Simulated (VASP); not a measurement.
Input:

```xyz
6
Lattice="-2.7405 2.7405 3.8775 2.7405 -2.7405 3.8775 2.7405 2.7405 -3.8775" Properties=species:S:1:pos:R:3 pbc="T T T"
Ge     3.7478     1.0072     0.0000
Ge     1.0072     1.7333     0.0000
Ge     1.7333     1.0072     3.8775
Ge    -1.0072     1.7333     3.8775
Zr     0.0000     0.0000     5.8162
Zr     0.0000     0.0000     1.9387
```

Computed with PBEsol GGA, VASP's PBE PAW potentials (set 64) (plane waves; VASP 6.6.1). Run with 400 eV cut-off, Gaussian smearing of 0.050 eV, potentials Ge_d Zr_sv.

Problem. What does the run give for the band gap (along the path) with the smallest direct gap where there is one?

Solution. 
```
Property                                                     Result
-------------------------  ----------------------------------------
band gap (along the path)  none (metal, semimetal or under 0.01 eV)
```

Only differences to runs with the same potentials and settings are physical.

The structure was generated: ZrGe2 was put into the Al2Cu type (I4/mcm), which need not be its known phase. It was relaxed first, which changed the volume by -32 %.
